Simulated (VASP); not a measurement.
Here is the system:

```xyz
2
Lattice="3.1340 0.0000 0.0000 0.0000 3.1340 0.0000 0.0000 0.0000 3.1340" Properties=species:S:1:pos:R:3 pbc="T T T"
Pd     0.0000     0.0000     0.0000
Ge     1.5670     1.5670     1.5670
```

These are r2SCAN meta-GGA, VASP's PBE PAW potentials (set 64) (plane waves; VASP 6.6.1) values and carry that method's errors. Run with 400 eV cut-off, 13×13×13 Γ-centred mesh, tetrahedra with Blöchl corrections, potentials Pd Ge_d.

Tabulate the total density of states (states/eV per cell) against energy (eV; zero at the valence-band maximum or, without a gap, the Fermi level).

(E (eV), DOS (states/eV)): (-9.98, 0.84); (-9.74, 0.84); (-9.50, 0.86); (-9.26, 0.60); (-9.02, 0.37); (-8.90, 0.32); (-8.66, 0.23); (-8.42, 0.17); (-8.18, 0.12); (-7.94, 0.08); (-7.70, 0.06); (-7.46, 0.05); (-7.22, 0.15); (-6.98, 0.21); (-6.74, 0.27); (-6.62, 0.32); (-6.38, 0.44); (-6.14, 0.89); (-5.90, 1.46); (-5.66, 2.05); (-5.42, 1.88); (-5.18, 1.35); (-4.94, 1.46); (-4.70, 2.46); (-4.46, 3.07); (-4.34, 2.19); (-4.10, 0.92); (-3.86, 5.04); (-3.62, 3.09); (-3.38, 3.33); (-3.14, 4.62); (-2.90, 3.88); (-2.66, 2.15); (-2.42, 1.04); (-2.18, 1.01); (-2.06, 0.75); (-1.82, 0.16); (-1.58, 0.49); (-1.34, 2.62); (-1.10, 1.68); (-0.86, 1.20); (-0.62, 0.85); (-0.38, 0.84); (-0.14, 0.83); (0.10, 0.89); (0.22, 0.83); (0.46, 0.89); (0.70, 0.81); (0.94, 0.78); (1.18, 0.65); (1.42, 0.56); (1.66, 0.54); (1.90, 0.43); (2.14, 0.48); (2.38, 0.52); (2.50, 0.55); (2.74, 0.74); (2.98, 0.98); (3.22, 0.95); (3.46, 0.93)
Within 2 eV below the Fermi level the largest weight inside VASP's projection spheres is Pd d.

The structure was generated: GePd was put into the CsCl type (Pm-3m), which need not be its known phase. It was relaxed first.
